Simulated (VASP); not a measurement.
A run of VASP 6.6.1:

File INCAR:

```
SYSTEM = CuAu
PREC = Accurate
ENCUT = 700
EDIFF = 1E-6
ISMEAR = 0
SIGMA = 0.1
LREAL = .FALSE.
LASPH = .TRUE.
NELM = 100
ALGO = Fast
ISIF = 2
LWAVE = .FALSE.
LCHARG = .FALSE.
GGA = PS
NBANDS = 18
```

KPOINTS

```
regular mesh
0
G
  14 14 12
  0 0 0
```

File POSCAR:

```
CuAu
1.0
    2.8325200000      0.0000000000      0.0000000000
    0.0000000000      2.8325200000      0.0000000000
    0.0000000000      0.0000000000      3.5471100000
Cu Au
1 1
Direct
    0.5000000000      0.5000000000      0.5000000000
    0.0000000000      0.0000000000      1.0000000000
```

Potentials or basis: VASP PAW PBE potentials, release 64 (Cu, Au).

Launch:

```bash
$ cat potpaw_PBE.64/Cu/POTCAR potpaw_PBE.64/Au/POTCAR > POTCAR
$ mpirun -np 1 vasp_std > vasp.out
```

Hardware: 1 thread of Intel(R) Xeon(R) 6975P-C (Granite Rapids), with other jobs on the host.

Q: Estimate the wall time of this run.

A: Run time: 78 s on 1 thread of Intel(R) Xeon(R) 6975P-C (Granite Rapids), with other jobs on the host, peak memory 0.32 GiB. Counts: scf iterations 16, k points 252.
